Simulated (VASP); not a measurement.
All values below come from rev-vdW-DF2, VASP's PBE PAW potentials (set 64) (plane waves; VASP).

Input for VASP

POSCAR:
```
MnF2
1
    4.8706048957     0.0000000000     0.0000000000
    0.0000000000     4.8706048957     0.0000000000
    0.0000000000     0.0000000000     3.3065808539
Mn F
2 4
Direct
  0.0000000000   0.0000000000   0.0000000000
  0.5000000000   0.5000000000   0.5000000000
  0.3029814485   0.3029814485   0.0000000000
  0.8029814485   0.1970185515   0.5000000000
  0.1970185515   0.8029814485   0.5000000000
  0.6970185515   0.6970185515   0.0000000000
```

**INCAR**
```
SYSTEM  =  MnF2
PREC  =  Accurate; ENCUT  =  520; LREAL  =  F
LASPH  =  T
EDIFF  =  1E-7; NELM  =  100; ALGO  =  Normal
LMAXMIX  =  4
ISMEAR  =  0; SIGMA  =  0.05
GGA  =  MK; LUSE_VDW  =  T; AGGAC  =  0.0
PARAM1  =  0.1234568; PARAM2  =  0.7114; ZAB_VDW  =  -1.8867
MAGMOM  =  4.5 -4.5 -0.0 2*0.0 -0.0
ISPIN  =  2
IBRION  =  2; NSW  =  30; ISIF  =  4
EDIFFG  =  -0.01
LWAVE  =  F; LCHARG  =  F; LORBIT  =  10
```

**KPOINTS**
```
kpoints
0
Gamma
  5 5 7
0 0 0
```

POTCAR, in this order: Mn_pv F (PBE.64 set). Program: vasp_std.

Question: What will the output report for the number of irreducible k-points (NKPTS), largest plane-wave count, number of space-group operations, FFT grid (NGX, NGY, NGZ)?

Answer: 
```json
{
  "number of irreducible k-points (NKPTS)": "24",
  "largest_plane_wave_count": "2120",
  "number_of_space_group_operations": "16",
  "FFT grid (NGX, NGY, NGZ)": "36 × 36 × 28"
}
```

The compound is MnF2 in the rutile structure. It was relaxed first.
